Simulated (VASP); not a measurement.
A run of VASP 6.6.1 is set up as follows.

Contents of INCAR:

```
SYSTEM = Al18NO
PREC = Accurate
ENCUT = 520
EDIFF = 1E-6
ISMEAR = -1
SIGMA = 0.15
LREAL = Auto
LASPH = .TRUE.
NELM = 100
ALGO = Fast
ISIF = 2
LWAVE = .FALSE.
LCHARG = .TRUE.
GGA = PE
LELF = .TRUE.
LVHAR = .TRUE.
NBANDS = 48
```

KPOINTS

```
Automatic mesh
0
G
  1 2 1
  0 0 0
```

The input POSCAR:

```
Al18NO
1.0
   12.1500000000      0.0000000000      0.0000000000
    0.0000000000      5.7275650000      0.0000000000
    0.0000000000      0.0000000000     15.8637820000
Al N O
18 1 1
Direct
    0.0000000000      0.0000000000      0.0630366706
    0.3333333333      0.0000000000      0.0630366706
    0.6666666667      0.0000000000      0.0630366706
    0.0000000000      0.5000030554      0.0630366706
    0.3333333333      0.5000030554      0.0630366706
    0.6666666667      0.5000030554      0.0630366706
    0.1887160494      0.2460731567      0.1530026068
    0.5135144033      0.2839601122      0.1686230938
    0.8474732510      0.3265785722      0.1733886661
    0.1715637860      0.7273422475      0.1543200732
    0.4848312757      0.7853075434      0.1850189318
    0.8400246914      0.7518552823      0.1447637140
    0.0171193416     -0.0559749213      0.2497197705
    0.3146090535      0.0236226040      0.2587151034
    0.7577037037     -0.0590477803      0.2789120526
    0.0472427984      0.4596717802      0.2586079410
    0.3131028807      0.5045774251      0.2619740992
    0.6644362140      0.5763531274      0.2500727758
    0.9354897119      0.2092512263      0.2656995665
    0.6778518519      0.2307437803      0.2575237103
```

Potentials or basis: VASP PAW PBE potentials, release 64 (Al, N, O).

Launch:

```console
$ cat potpaw_PBE.64/Al/POTCAR potpaw_PBE.64/N/POTCAR potpaw_PBE.64/O/POTCAR > POTCAR
$ mpirun -np 1 vasp_std > vasp.out
```

Question: What does it give for the largest force?

Answer: 2.623 eV/Å.

Question: What does it give for the band gap on the k mesh?

Answer: None (metal or under the smearing width).

Forces on the atoms (eV/Å):
```
Al   0.217 -0.226  0.124
Al   0.272 -0.264 -0.128
Al  -0.095 -0.324  0.512
Al   0.302  0.284 -0.088
Al   0.474  0.270 -0.099
Al   0.003  0.410  0.220
Al  -0.855 -0.280 -0.181
Al  -0.296 -0.372  0.363
Al  -0.033 -1.752  0.618
Al  -0.219  0.491 -0.435
Al   0.168 -0.151  0.073
Al   0.017  0.752 -0.945
Al   0.005 -0.708 -0.248
Al   0.505 -0.389  0.369
Al  -0.426  2.588  0.056
Al  -0.886  0.109  0.183
Al   0.683  0.166  0.237
Al  -0.355 -2.117 -0.039
N   -0.094  0.971 -0.353
O    0.615  0.543 -0.239
```

Caveat: the k mesh is coarse (spacing up to 0.55 Å⁻¹), so the values aren't converged; an odd number of electrons without spin polarisation forces a metal; a magnetic or distorted state may lie lower.
